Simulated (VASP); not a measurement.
Output of a VASP run:

### OSZICAR
```
       N       E                     dE             d eps       ncg     rms          rms(c)
DAV:   1     0.432530611886E+03    0.43253E+03   -0.15993E+04  1176   0.258E+03
DAV:   2     0.335527070814E+02   -0.39898E+03   -0.39336E+03  1680   0.432E+02
DAV:   3    -0.949380954234E+02   -0.12849E+03   -0.12723E+03  2176   0.233E+02
DAV:   4    -0.113947737393E+03   -0.19010E+02   -0.19000E+02  2064   0.964E+01
DAV:   5    -0.114896780498E+03   -0.94904E+00   -0.94855E+00  2192   0.242E+01    0.140E+01
DAV:   6    -0.100791111008E+03    0.14106E+02   -0.31886E+01  1768   0.362E+01    0.592E+00
DAV:   7    -0.952441505477E+02    0.55470E+01   -0.33911E+00  1920   0.192E+01    0.303E+00
DAV:   8    -0.971443039563E+02   -0.19002E+01   -0.20042E+00  1800   0.131E+01    0.165E+00
DAV:   9    -0.957393467621E+02    0.14050E+01   -0.97868E-01  1536   0.953E+00    0.358E-01
DAV:  10    -0.960408006469E+02   -0.30145E+00   -0.31099E-01  1976   0.555E+00    0.295E-01
DAV:  11    -0.960521546923E+02   -0.11354E-01   -0.44718E-02  2024   0.244E+00    0.155E-01
DAV:  12    -0.960526638195E+02   -0.50913E-03   -0.10662E-02  1800   0.118E+00    0.104E-01
DAV:  13    -0.960569492072E+02   -0.42854E-02   -0.11629E-02  2152   0.101E+00    0.132E-01
DAV:  14    -0.960566059319E+02    0.34328E-03   -0.22820E-03  1992   0.497E-01    0.996E-02
DAV:  15    -0.960572345299E+02   -0.62860E-03   -0.61257E-04  1936   0.210E-01    0.539E-02
DAV:  16    -0.960574322986E+02   -0.19777E-03   -0.13612E-04  1936   0.118E-01    0.302E-02
DAV:  17    -0.960574569740E+02   -0.24675E-04   -0.11112E-04  1632   0.991E-02    0.220E-02
DAV:  18    -0.960574847033E+02   -0.27729E-04   -0.38323E-05  2168   0.563E-02    0.196E-02
DAV:  19    -0.960574946604E+02   -0.99571E-05   -0.74509E-06  1720   0.300E-02    0.150E-02
DAV:  20    -0.960574979135E+02   -0.32531E-05   -0.93698E-06  2136   0.263E-02    0.101E-02
DAV:  21    -0.960574988292E+02   -0.91576E-06   -0.78720E-07  1008   0.930E-03
   1 F= -.96057499E+02 E0= -.96057499E+02  d E =-.960575E+02
```

### OUTCAR
```
------------------------ aborting loop because EDIFF is reached ----------------------------------------
  FORCE on cell =-STRESS in cart. coord.  units (eV):
  Direction    XX          YY          ZZ          XY          YZ          ZX
  --------------------------------------------------------------------------------------
  Total       -0.0031255     -0.0031255      0.0943126     -0.0000000      0.0000000     -0.0000000
  in kB       -0.0612219     -0.0612219      1.8473990     -0.0000000      0.0000000     -0.0000000
  external PRESSURE =       0.5749851 kB  Pullay stress =       0.0000000 kB
  volume of cell :       81.79
      direct lattice vectors                 reciprocal lattice vectors
     1.966427944 -3.405953018  0.000000000     0.254268152 -0.146801790  0.000000000
     1.966427944  3.405953018  0.000000000     0.254268152  0.146801790  0.000000000
     0.000000000  0.000000000  6.106223933     0.000000000  0.000000000  0.163767332
 POSITION                                       TOTAL-FORCE (eV/Angst)
 -----------------------------------------------------------------------------------
      1.96643      1.13532      1.50138         0.000000      0.000000      0.012114
      1.96643     -1.13532      4.60485        -0.000000     -0.000000     -0.012114
      0.00000      0.00000      0.00000         0.000000     -0.000000      0.000000
      1.96643      1.13532      3.94628         0.000000     -0.000000      0.007720
      1.96643     -1.13532      2.15995        -0.000000      0.000000     -0.007720
 -----------------------------------------------------------------------------------
    total drift:                                0.000000     -0.000000      0.000000
  FREE ENERGIE OF THE ION-ELECTRON SYSTEM (eV)
  ---------------------------------------------------
  free  energy   TOTEN  =       -96.0574988292 eV

  energy  without entropy=      -96.0574988292  energy(sigma->0) =      -96.05749883

 reached required accuracy - stopping structural energy minimisation
```
(Selected blocks of OUTCAR.)

### POSCAR
```
La2O3
1
    1.9664279441    -3.4059530181     0.0000000000
    1.9664279441     3.4059530181    -0.0000000000
    0.0000000000    -0.0000000000     6.1062239326
La O
2 3
Direct
  0.3333330000   0.6666670000   0.2458766489
  0.6666670000   0.3333330000   0.7541233511
  1.0000000000   1.0000000000   0.0000000000
  0.3333330000   0.6666670000   0.6462713918
  0.6666670000   0.3333330000   0.3537286082
```

Question: Reconstruct the remaining input files.

Answer: This is not unique; one that fits is the input of the run itself, r2SCAN meta-GGA, plane waves, VASP's PBE PAW potentials (set 64).

**KPOINTS**
```
Automatic mesh
0
Gamma
6 6 4
0 0 0
```

### INCAR
```
ENCUT = 520   ! plane-wave cut-off (eV)
LASPH = .TRUE.   ! aspherical one-centre terms
EDIFFG = -0.02   ! ionic stop
LCHARG = .FALSE.
ISIF = 3   ! ions, shape and volume
LWAVE = .FALSE.
SIGMA = 0.05
EDIFF = 1E-6   ! SCF stop (eV)
LMIXTAU = .TRUE.
ALGO = Normal   ! blocked Davidson
IBRION = 2   ! conjugate gradients
PREC = Accurate
LMAXMIX = 6   ! l cut-off of mixed one-centre charges
LREAL = .FALSE.   ! projection in real space or not
SYSTEM = La2O3
NSW = 60   ! most ionic steps
NELM = 100   ! most electronic steps
ISMEAR = 0
METAGGA = R2SCAN
```

POTCAR, in this order: La O (PBE.64 set). Program: vasp_std.

The compound is La2O3 in the a-type structure. It was relaxed first. The start is the result of an earlier pass.
